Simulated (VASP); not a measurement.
VASP ran on this input.

**INCAR**
```
AGGAC = 0.0
PARAM2 = 0.22
LCHARG = .False.
ENCUT = 520
LREAL = .False.   ! projection in real space or not
ISIF = 3   ! ions, shape and volume
EDIFF = 1E-6
SYSTEM = InSb
LASPH = .True.   ! aspherical one-centre terms
LWAVE = .False.
IBRION = 2   ! conjugate gradients
EDIFFG = -0.01
GGA = BO
LUSE_VDW = .True.
LMAXMIX = 4   ! l cut-off of mixed one-centre charges
PARAM1 = 0.1833333333
ALGO = Normal   ! blocked Davidson
PREC = Accurate
NELM = 100
ISMEAR = 1   ! Methfessel-Paxton
NSW = 60   ! most ionic steps
SIGMA = 0.1
```

POSCAR:
```
InSb
1
    0.0000000000     3.3093545813     3.3093545813
    3.3093545813     0.0000000000     3.3093545813
    3.3093545813     3.3093545813     0.0000000000
In Sb
1 1
Direct
  0.0000000000   0.0000000000   0.0000000000
  0.2500000000   0.2500000000   0.2500000000
```

File KPOINTS:
```
Regular mesh
0
Gamma
 9 9 9
```

POTCAR, in this order: In_d Sb (PBE.64 set). Program: vasp_std.

Q: Translate this optB88-vdW calculation to Quantum ESPRESSO's pw.x.

A: One equivalent input (not run):
```
&CONTROL
  calculation = 'vc-relax'
  pseudo_dir = './pseudo'
  outdir = './out'
  tprnfor = .true.
  tstress = .true.
  nstep = 60
  forc_conv_thr = 0.00039
/
&SYSTEM
  ibrav = 0
  nat = 2
  ntyp = 2
  ecutwfc = 80
  occupations = 'smearing'
  smearing = 'methfessel-paxton'
  degauss = 0.00735
  input_dft = 'vdw-df-obk8'
/
&ELECTRONS
  conv_thr = 7.3e-08
  electron_maxstep = 100
/
&IONS
/
&CELL
/
ATOMIC_SPECIES
  In 114.818 In.upf
  Sb 121.760 Sb.upf
CELL_PARAMETERS angstrom
     0.0000000    3.3093546    3.3093546
     3.3093546    0.0000000    3.3093546
     3.3093546    3.3093546    0.0000000
ATOMIC_POSITIONS crystal
  In   0.0000000  0.0000000  0.0000000
  Sb   0.2500000  0.2500000  0.2500000
K_POINTS automatic
  9 9 9 0 0 0
```
Limits of the translation: the potentials are each code's own (VASP's PAW set, PseudoDojo norm-conserving files in pw.x), so ENCUT and ecutwfc are chosen apart and not converted; conv_thr bounds pw.x's estimated SCF error, while EDIFF bounds the energy change between steps; forc_conv_thr acts on force components and is met together with etot_conv_thr.

The compound is InSb in the zinc blende structure. This run relaxes it. Symmetry was kept, so distortions that lower it aren't found. The start is the result of an earlier pass.
